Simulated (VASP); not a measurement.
A VASP calculation is set up with these files.

POSCAR:
```
Si
1
    0.0000000000     2.5688967465     2.5688967465
    2.5688967465     0.0000000000     2.5688967465
    2.5688967465     2.5688967465    -0.0000000000
Si
2
Direct
  0.0000000000   0.0000000000   0.0000000000
  0.2500000000   0.2500000000   0.2500000000
```

KPOINTS:
```
Automatic mesh
0
Gamma
9 9 9
0 0 0
```

### INCAR
```
ALGO  =  Normal
EDIFF  =  1E-6
EDIFFG  =  -0.02
ENCUT  =  500
IBRION  =  2
ISIF  =  3
ISMEAR  =  0
LASPH  =  .TRUE.
LCHARG  =  .FALSE.
LREAL  =  .FALSE.
LWAVE  =  .FALSE.
NELM  =  100
NSW  =  40
PREC  =  Accurate
PSTRESS  =  200
SIGMA  =  0.05
SYSTEM  =  Si
```

POTCAR, in this order: Si (LDA.64 set). Program: vasp_std.

Translate this LDA calculation to Ansatz.

One equivalent input (not run):
Ansatz 0.2 input:
```yaml
crystal:
  lattice:
    - [0.0000000, 2.5688967, 2.5688967]
    - [2.5688967, 0.0000000, 2.5688967]
    - [2.5688967, 2.5688967, 0.0000000]
  atoms:
    - { symbol: Si, position: [0.0000000, 0.0000000, 0.0000000] }
    - { symbol: Si, position: [0.2500000, 0.2500000, 0.2500000] }
kpoints:
  mp_grid: { grid: [9, 9, 9] }
hamiltonian:
  xc: lda
  pseudopotentials: { kind: paw }
scf:
  occupations: { method: gaussian, width: 0.05 }
  max_iter: 100
relax:
  max_steps: 40
  f_tol: 0.02
  cell: { p_target: 20 }
output: { forces: true, stress: true, eigenvalues: true }
```
What does not carry over: each code has its own PAW files, so the cut-off isn't converted (ENCUT is set for VASP's; basis.ecutwfc is left out, and Ansatz then takes the one that its files recommend); Ansatz stops its SCF on the density residual and VASP on the energy change (EDIFF); Ansatz's lda is the Perdew-Wang form, while the LDA potentials of VASP carry Perdew-Zunger's.

The compound is Si in the diamond structure. It was relaxed first under an external pressure of 20 GPa.
